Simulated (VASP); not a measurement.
CuI (zinc blende), at 1.04 of the tabulated volume:

```
CuI
1.0
    0.00000     3.06481     3.06481
    3.06481     0.00000     3.06481
    3.06481     3.06481     0.00000
Cu I
1 1
Cartesian
  0.00000   0.00000   0.00000
  1.53240   1.53240   1.53240
```

The lowest empty band near Γ, direction [111], from PBE with spin-orbit coupling in VASP (PAW); its two spin partners are averaged. The gap over the points computed is 0.91 eV, and the next band on that side lies 3.80 eV away at the edge.

Numerical set-up: 400 eV cut-off, 8×8×8 Γ-centred mesh, Gaussian smearing of 0.050 eV, potentials Cu I.

```csv
distance from the edge in k (1/Å),distance in energy (meV)
0.012,3.8
0.018,8.7
0.025,16.6
0.035,32.0
0.050,63.3
0.070,117.7
```

### Question
Fit E(1 + αE) = ħ²k²/2m* (ħ²/2m0 = 3.810 eV Å²) and predict the row at 0.095 1/Å.

### Answer
Least squares on the energies gives the electron mass m* = 0.141 m0 and α = 1.06 per eV, and so 201.0 meV. The run gave 200.3 meV, -0.7 meV from the fit.

Left out are points under 3 meV from the edge, since the levels carry 0.1 meV, and points farther than half the way to the next band.

The compound is CuI in the zinc blende structure. The cell was not relaxed at this level.
